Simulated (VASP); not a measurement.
```
AsB
1.0
    0.00000     2.40822     2.40822
    2.40822     0.00000     2.40822
    2.40822     2.40822     0.00000
B As
1 1
Direct
  0.00000   0.00000   0.00000
  0.25000   0.25000   0.25000
```

These are HSEsol screened hybrid, VASP's PBE PAW potentials (set 64) (plane waves; VASP 6.6.1) values and carry that method's errors. Settings: 520 eV cut-off, 8×8×8 Γ-centred mesh, Gaussian smearing of 0.050 eV, potentials B As.

Task: What does the run give for the energy per atom (σ→0), pressure, band gap (over the mesh, the named points and PBE's band edges) with the smallest direct gap where there is one?

Result: 
The band gap (over the mesh, the named points and PBE's band edges) is 1.81 eV and the smallest direct gap (over the mesh, the named points and PBE's band edges) is 4.07 eV. The energy per atom (σ→0) is -6.899 eV/atom and the pressure is -6.08 GPa.

The absolute energy has meaning only against runs of the same code, potentials and settings.

The compound is BAs in the zinc blende structure. It was relaxed first.
